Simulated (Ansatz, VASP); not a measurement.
# HfTeSe: VASP beside Ansatz, part 2 of 2

Wanted: the spread between two codes on one cell, functional and k mesh. The cell is taken from a series of runs on this material, whose earlier steps may have relaxed, scaled, displaced or heated it; both programs get it as it stands.

VASP 6.6.1 and Ansatz 0.2.0.

So far: The starting structure; VASP: zone-centre phonons, PBEsol.

### 3. Ansatz: zone-centre phonons, PBEsol

Level of this step: Ansatz beside VASP: Kohn-Sham DFT, plane waves, PBEsol (Ansatz).

Ansatz runs on its PAW soft_1 files.

The same cell, functional, mesh and smearing now go to Ansatz, which takes its cutoff from its data sets.

Input file input.yaml:

```yaml
crystal:
  lattice:
    - [3.7926951833, 0.0, 0.0]
    - [-1.8963475917, 3.2517246738, 0.0]
    - [0.0, 0.0, 30.0]
  atoms:
    - { symbol: Hf, position: [-0.0001177245, -0.000235449, 0.3364619244] }
    - { symbol: Se, position: [0.3343688329, 0.6687376658, 0.3861878634] }
    - { symbol: Te, position: [0.6657488916, 0.3314977833, 0.2740168789] }
  periodic: [true, true, false]
kpoints:
  mp_grid: { grid: [12, 12, 1] }
hamiltonian:
  xc: pbesol
  pseudopotentials: { kind: paw, azcp: { folder: soft_1 }, xc_functional: pbe }
scf:
  occupations: { method: methfessel_paxton, width: 0.2 }
output:
  eigenvalues: true
phonons:
  method: dfpt
```

Run with:

```
$ ansatz run input.yaml --threads 4 --pin off --max-ram 16384MiB --backend cpu --events-out ev --progress --plain --runs-dir out
```

Numbers of over 12 decimals in the logs are rounded to 6 here.

The log of the run:

```text
zone centre: on kpoints.mp_grid the ground state, and the responses unless they are solved on pairs of k-points, stand on 43 of the mesh's 144 k-points, reduced under 2 symmetry operations, with k and −k counted as one. Each operation leaves every solved displacement unchanged or reverses it
Engine: ansatz 0.2.0, x86_64-unknown-linux-gnu
Pseudopotentials: kind: paw
Pseudopotential: Hf, paw, valence charge 26, recommended cutoff 420 eV (normal), soft_1/Hf.paw.azcp
Pseudopotential: Se, paw, valence charge 16, recommended cutoff 420 eV (normal), soft_1/Se.paw.azcp
Pseudopotential: Te, paw, valence charge 16, recommended cutoff 420 eV (normal), soft_1/Te.paw.azcp
Functional definition: PBEsol
  exchange = pbesol_x
  correlation = pbesol_c
Crystal: 3 atoms, lattice volume = 369.984 Å³
Basis set: ecut = 420 eV, 7253 PW (Γ), exchange–correlation on 54×54×432 points (8 copies of the dense FFT grid, shifted against one another)
Bands: 35, of which v1, the nominal top of the filled ones, is band 29 counted from 1 (28 counted from 0)
Symmetry: 2 space group operations
k-points: 43 of 144 (time reversal used)
Non-local potential: Hf, projectors of the file, l = 0: 3, l = 1: 2, l = 2: 2, l = 3: 3
Non-local potential: Se, projectors of the file, l = 0: 2, l = 1: 2, l = 2: 3, l = 3: 1
Non-local potential: Te, projectors of the file, l = 0: 2, l = 1: 2, l = 2: 2, l = 3: 1
PAW form: soft (Blöchl's): semilocal exchange-correlation on the pseudo side does not see the compensation charge
PAW frozen core: Hf, regenerated for the run's functional, and the local potential with it (the file was generated under x = pbe(κ = 0.804, μ = 0.219515), c = pbe(β = 0.066725))
PAW frozen core: Se, regenerated for the run's functional, and the local potential with it (the file was generated under x = pbe(κ = 0.804, μ = 0.219515), c = pbe(β = 0.066725))
PAW frozen core: Te, regenerated for the run's functional, and the local potential with it (the file was generated under x = pbe(κ = 0.804, μ = 0.219515), c = pbe(β = 0.066725))
PAW one-centre angular grid: Hf, 590 points (default); XC on 64 Gauss nodes
PAW one-centre angular grid: Se, 590 points (default); XC on 64 Gauss nodes
PAW one-centre angular grid: Te, 590 points (default); XC on 64 Gauss nodes
Initial density: superposition of atomic densities (neutral atoms: chi_scale 0, normalization atom)
Initial wavefunctions: pseudopotential atomic-orbital guess
Functional: x = pbesol(κ = 0.804, μ = 0.123457), c = pbesol(β = 0.046)
iter 1 solved again at ethr=2.25e-3 eV; its pass at ethr=3.10e-3 eV (dr2=1.31e0 eV) is discarded
SCF iter   1: F=—  HF=-27928.116387 eV  |F-HF|=—  |Δ(HF+E_count)|=         —  Δρ=1.56e-2  dr2=1.33e0  ethr=2.25e-3  ⟨swp⟩=1.0  Hψ=10816  notcnv=0
preconditioner: auto → LDOS  [insulator: Δε(μ)=0.193 eV  Ē_g=11.632 eV  σ=0.200 eV  W_gap=0.63  n_scr=48 (ndim 8)  ℏωp=10.6 eV  f_vac=0.758  D(μ)=0.56/eV (n_scr^D=4)  ε∞_Penn≈1.8  β→1.0]
SCF iter   2: F=—  HF=-27928.100200 eV  |F-HF|=—  |Δ(HF+E_count)|=   1.62e-2  S|Δr|=    0.00e0  Δρ=1.18e-2  dr2=1.26e0  ethr=2.25e-3  ⟨swp⟩=5.0  Hψ=4806  notcnv=0  defer=23
SCF iter   3: F=—  HF=-27927.746069 eV  |F-HF|=—  |Δ(HF+E_count)|=   3.54e-1  S|Δr|=    0.00e0  Δρ=2.59e-3  dr2=1.01e-1  ethr=2.17e-3  ⟨swp⟩=3.9  Hψ=3962  notcnv=0  defer=47
SCF iter   4: F=—  HF=-27927.723532 eV  |F-HF|=—  |Δ(HF+E_count)|=   2.25e-2  S|Δr|=    0.00e0  Δρ=9.52e-4  dr2=3.80e-3  ethr=1.75e-4  ⟨swp⟩=2.8  Hψ=2850  notcnv=0  defer=47
SCF iter   5: F=—  HF=-27927.723289 eV  |F-HF|=—  |Δ(HF+E_count)|=   2.43e-4  S|Δr|=    0.00e0  Δρ=2.52e-4  dr2=2.25e-4  ethr=6.56e-6  ⟨swp⟩=3.0  Hψ=3147  notcnv=0  defer=47
SCF iter   6: F=—  HF=-27927.723319 eV  |F-HF|=—  |Δ(HF+E_count)|=   3.05e-5  S|Δr|=    0.00e0  Δρ=1.05e-4  dr2=3.97e-5  ethr=3.88e-7  ⟨swp⟩=3.3  Hψ=3299  notcnv=0  defer=47
SCF iter   7: F=—  HF=-27927.723326 eV  |F-HF|=—  |Δ(HF+E_count)|=   6.91e-6  S|Δr|=    0.00e0  Δρ=2.87e-5  dr2=7.37e-6  ethr=6.84e-8  ⟨swp⟩=2.9  Hψ=3179  notcnv=0  defer=47
SCF iter   8: F=—  HF=-27927.723323 eV  |F-HF|=—  |Δ(HF+E_count)|=   3.46e-6  S|Δr|=    0.00e0  Δρ=1.30e-5  dr2=1.12e-6  ethr=1.27e-8  ⟨swp⟩=2.8  Hψ=2718  notcnv=0  defer=47
SCF iter   9: F=—  HF=-27927.723405 eV  |F-HF|=—  |Δ(HF+E_count)|=   8.25e-5  S|Δr|=    0.00e0  Δρ=3.75e-6  dr2=1.05e-7  ethr=1.94e-9  ⟨swp⟩=2.8  Hψ=2961  notcnv=0  defer=47
SCF iter  10: F=—  HF=-27927.723406 eV  |F-HF|=—  |Δ(HF+E_count)|=   2.07e-7  S|Δr|=    0.00e0  Δρ=9.32e-7  dr2=2.93e-9  ethr=1.81e-10  ⟨swp⟩=3.6  Hψ=3129  notcnv=0  defer=47
SCF iter  11: F=—  HF=-27927.723406 eV  |F-HF|=—  |Δ(HF+E_count)|=   2.93e-8  S|Δr|=    0.00e0  Δρ=2.26e-7  dr2=2.05e-10  ethr=5.06e-12  ⟨swp⟩=3.1  Hψ=3326  notcnv=0  defer=47
SCF iter  12: F=—  HF=-27927.723406 eV  |F-HF|=—  |Δ(HF+E_count)|=   1.26e-9  S|Δr|=    0.00e0  Δρ=6.98e-8  dr2=1.88e-11  ethr=1.00e-12  ⟨swp⟩=2.9  Hψ=2471  notcnv=0  defer=47
SCF iter  13: F=-27927.723406 eV  HF=-27927.723406 eV  |F-HF|=1.20e-10  |Δ(HF+E_count)|=  9.53e-10  S|Δr|=    0.00e0  Δρ=2.11e-8  dr2=9.91e-13  ethr=1.00e-12  ⟨swp⟩=22.2  Hψ=11721  notcnv=0
SCF 1 converged in 13 iterations: F = -27927.723406 eV  dr2 = 9.91e-13
  greatest PAW one-centre occupation: 1.000 electrons in one spin orbital (limit 2), on the Se atom at site 1 (counted from 0), in its partial waves of l = 2
DFPT response loops at Γ: preconditioner auto → none (partly filled bands, converged f_vac=0.766); β = 0.50; Broyden in place of MSR1
SCF converged after 13 iterations
Stability not checked: this state was not tested for a lower state beside it, because cold or Methfessel-Paxton smearing, or corrected tetrahedra, fill the levels in a way that the test cannot read (fill_not_monotonic; see scf.lower_state_search)
Free energy (F): -27927.723406 eV
Harris-Foulkes:  -27927.723406 eV  (|F-HF|=1.20e-10)
Internal energy: -27927.719488 eV  (E = F + TS)
E sigma→0 (E₀):  -27927.722426 eV
Entropy (-TS):   -0.003918 eV (-1.306 meV/atom)
Fermi energy:    -4.798581 eV
--- Per-component energies (eV) ---
  E_band       = -1693.184912
  E_kinetic    = 690.673723
  E_local      = -158359.842898  (includes V_loc(G=0)·N_el)
  E_nonlocal   = -217.214915
  E_hartree    = 78643.871007
  E_xc         = -470.051535
  E_vxc        = -446.036839  (∫ρ·V_xc dr)
  E_paw        = -14257.006827  (= ΣΔE_a)
  E_vpaw       = -648.505900  (= ΣTr[D̂ρ^β])
  E_aug_tail   = -0.000187  (compensation charges beyond the density's cutoff)
  E_ewald      = 66039.217825
  E_core_change = 2.634319  (= ΣΔE_core)
  E_smearing   = -0.003918  (= −TS)
  E_closure    = -0.000000  (closes the sum)
  Σ components = -27927.723406   (vs F -27927.723406, Δ=0.00e0)
--- Band table (eV; the first three rows and the last of 43) ---
  k-point 0: bands = [... 25 lower, -7.5423, -6.6521, -4.4553, -4.3829, -3.8527, -3.7749, -3.5569, -1.2304 (-1.2305°), ... 2 higher]
  k-point 1: bands = [... 25 lower, -7.5901, -6.4335, -5.1971, -4.8457, -3.7698, -3.4476, -3.2386, -1.0852 (-1.0852°), ... 2 higher]
  k-point 2: bands = [... 25 lower, -7.5523, -6.5535, -6.0827, -5.3311, -4.0093, -2.9382, -2.9084, -1.3736 (-1.3736°), ... 2 higher]
  k-point 42: bands = [... 25 lower, -8.1931, -7.7613, -7.3785, -6.7876, -3.4326, -2.9781, -2.0118, -1.1768, ... 2 higher]
  ° read free of the cell's end (the report's vacuum.weakly_bound_levels)
--- Phonons (Γ-DFPT): 9 representative perturbations + reference, on 43 of 144 k-points (Σ response iterations 39) ---
  k mesh reduced under 2 symmetry operations, with k and −k counted as one. Each operation leaves every solved displacement unchanged or reverses it
  ASR residual: 1.619e-4 → 0.000e0 eV/Å²; symmetrization residual: 9.665e-6 eV/Å²
  ASR residual per site (eV/Å²): 1.62e-4 6.91e-5 9.73e-5
  Γ frequencies (cm⁻¹): 0.00 0.00 0.00 90.97 92.26 142.60 143.21 160.14 213.03
  non-analytic LO–TO correction: not included (Born effective charges unavailable; polar crystals: no LO–TO splitting at Γ)
```

### 4. Side by side

Known differences besides the potentials themselves: Ansatz cuts the interaction across the vacuum, VASP repeats the sheet without a dipole correction; the data sets hold 58 valence electrons in Ansatz (on its PAW soft_1 files) and 22 in VASP; the cutoff is 420 eV in Ansatz and 500 eV in VASP; Ansatz makes its cores anew for this functional, VASP keeps those of its PBE data sets. Total energies have different zeros and are not compared.

Both answers:

| quantity | Ansatz | VASP | difference |
| --- | --- | --- | --- |
| optical mode 1 (cm⁻¹) | 91.0 | 90.7 | +0.35 % |
| optical mode 2 (cm⁻¹) | 92.3 | 91.9 | +0.41 % |
| optical mode 3 (cm⁻¹) | 142.6 | 142.3 | +0.19 % |
| optical mode 4 (cm⁻¹) | 143.2 | 142.9 | +0.20 % |
| optical mode 5 (cm⁻¹) | 160.1 | 160.3 | -0.09 % |
| optical mode 6 (cm⁻¹) | 213.0 | 213.0 | +0.02 % |

Modes are paired by rising frequency, not by their patterns, so a pair may set unlike modes beside each other; they are those without the splitting of longitudinal modes. Where the cell holds vacuum, a pressure given here is an average over it and none of the material.

### 5. Summary of results

* r.m.s. difference of the optical zone-centre modes, each program's sorted by frequency (zone-centre phonons, PBEsol): 0.26 cm⁻¹

The r.m.s. difference of the optical zone-centre modes, each program's sorted by frequency is 0.26 cm⁻¹ (zone-centre phonons, PBEsol). The data sets hold unlike numbers of valence electrons (58 in Ansatz and 22 in VASP), so part of the differences may come from the potentials. Such differences can come from data sets, numerical settings and the points named under the comparisons, not from the functional's error against experiment.

[Lines on the potential files, build, host, timing and source positions are cut from VASP's logs without a mark.]

[Logs are printed without paths, hosts, clocks, repeated set-up lines and the standing remarks that a program may print on its own settings, such as how far it seeks lower states.]

[Hosts, paths, dates, database ids (printed as entryN), source tags and the programs' standing remarks are cut or masked in the printed files.]
